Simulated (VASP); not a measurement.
**NaLaMnMoO6: relaxation of cell and atoms with PBE+D4**

Crystal: NaLaMnMoO6.

```
Na La Mn Mo O
1.0
    -2.72294    2.72294    3.89889
     2.72294   -2.72294    3.89889
     2.72294    2.72294   -3.89889
Na La Mn Mo O
1 1 1 1 6
Direct
  0.25000 0.75000 0.50000
  0.75000 0.25000 0.50000
  0.50000 0.50000 0.00000
  0.00000 0.00000 0.00000
  0.20766 0.29607 0.50371
  0.29605 0.79234 0.08841
  0.79236 0.70395 0.49629
  0.70393 0.20764 0.91159
  0.25194 0.25194 0.00000
  0.74806 0.74806 0.00000
```

The cell was built by a generator and needn't be a form met in nature.

```yaml
Program: VASP 6.6.1
Task: relaxation of cell and atoms
Functional: PBE
Dispersion: D4
Potentials_or_basis: VASP PAW PBE potentials, release 64 (Na_pv, La, Mn_pv, Mo_sv, O)
Cutoff: 600 eV
k_mesh: 7 × 7 × 7
Occupations: fermi-dirac, width 0.05 eV
Spin: collinear spin, ferromagnetic start
Starting_moments: "[0.0, 0.0, 4.0, 1.0, 0.0, 0.0, 0.0, 0.0, 0.0, 0.0] μB"
Further_INCAR_settings: ALGO = Fast; EDIFF = 1e-06; IBRION = 2; EDIFFG = -0.02; NSW = 60; ISIF = 3
```

```yaml
Relaxed_volume: 11.35 Å³/atom
Relaxed_cell: a = 5.448 Å, b = 5.448 Å, c = 5.448 Å, α = 120.46°, β = 120.46°, γ = 89.21°
Space_group_after_relaxing_to_0.05_Å: I-4 (No. 82)
Energy_gained_by_relaxing: 2.0 meV/atom
Ionic_steps: 11
Pressure_after_relaxing: 0.0 GPa
Largest_force_after_relaxing: 0.016 eV/Å
Band_gap_on_the_k_mesh: none (metal or under the smearing width)
Net_moment: 1.82 μB per cell
Site_moments: Na +0.00; La -0.02; Mn +2.36; Mo -0.59; O +0.01 μB
Valence_electrons_inside_the_program's_atomic_spheres: Na 6.02; La 8.50; Mn 11.71; Mo 12.39; O 5.04
Dispersion_energy_per_atom: -0.223 eV
```

Forces in eV/Å, atoms in the order of the input:
```
Na   0.000  0.000  0.000
La   0.000  0.000  0.000
Mn   0.000  0.000  0.000
Mo   0.000  0.000  0.000
O    0.000 -0.009 -0.012
O    0.009  0.000  0.012
O    0.000  0.009 -0.012
O   -0.009  0.000  0.012
O    0.000  0.000 -0.016
O    0.000  0.000  0.016
```

Stress tensor (GPa, compression positive):
```
-0.08  0.00  0.00
 0.00 -0.08  0.00
 0.00  0.00  0.09
```

Step by step:
| step | energy change (eV) | largest force (eV/Å) | pressure (GPa) | volume (Å³) |
| --- | --- | --- | --- | --- |
| 1 | 0.0000 | 0.1379 | -2.72 | 115.63 |
| 2 | -0.0023 | 0.3408 | 2.40 | 112.37 |
| 3 | -0.0159 | 0.1079 | -0.10 | 113.92 |
| 4 | -0.0178 | 0.0491 | -0.02 | 113.65 |
| 5 | -0.0181 | 0.0514 | 0.02 | 113.51 |
| 6 | -0.0186 | 0.0370 | 0.04 | 113.49 |
| 7 | -0.0189 | 0.0329 | 0.05 | 113.47 |
| 8 | -0.0190 | 0.0719 | 0.07 | 113.42 |
| 9 | -0.0190 | 0.0590 | 0.06 | 113.44 |
| 10 | -0.0194 | 0.0429 | 0.03 | 113.46 |
| 11 | -0.0196 | 0.0163 | -0.02 | 113.51 |

Final structure:
```yaml
crystal:
  lattice:
    - [-2.70496, 2.70496, 3.87853]
    - [2.70496, -2.70496, 3.87853]
    - [2.70496, 2.70496, -3.87853]
  atoms:
    - { symbol: Na, position: [0.25000, 0.75000, 0.50000] }
    - { symbol: La, position: [0.75000, 0.25000, 0.50000] }
    - { symbol: Mn, position: [0.50000, 0.50000, 0.00000] }
    - { symbol: Mo, position: [0.00000, 0.00000, 0.00000] }
    - { symbol: O, position: [0.20644, 0.29971, 0.50423] }
    - { symbol: O, position: [0.29779, 0.79356, 0.09327] }
    - { symbol: O, position: [0.79548, 0.70221, 0.49577] }
    - { symbol: O, position: [0.70029, 0.20452, 0.90673] }
    - { symbol: O, position: [0.25222, 0.25222, 0.00000] }
    - { symbol: O, position: [0.74778, 0.74778, 0.00000] }
```

Levels at points of the mesh, in eV from the Fermi level:
Spin up:
| k point | band 38 | band 39 | band 40 | band 41 | band 42 | band 43 | band 44 | band 45 |
| --- | --- | --- | --- | --- | --- | --- | --- | --- |
| (0.00, 0.00, 0.00) | -2.98 | -2.71 | -2.37 | -2.37 | -0.68 | -0.23 | 0.83 | 0.83 |
Spin down:
```tsv
k point	band 37	band 38	band 39	band 40	band 41	band 42
(0.00, 0.00, 0.00)	-2.74	-2.74	-1.23	-1.23	-1.23	0.63
```

It took 35 min on 4 MPI ranks on Intel(R) Xeon(R) 6975P-C (Granite Rapids), on a shared host, peak memory 0.91 GiB a rank.

Caveat: a cell with one magnetic atom can't hold antiferromagnetic order, which such compounds often take; semilocal functionals often make such compounds metallic where correlation or magnetic order opens a gap, which also shifts bond lengths; pairwise dispersion overbinds metals, which lowers pressure and volume. Spin-orbit coupling is left out, which matters for the levels of La.
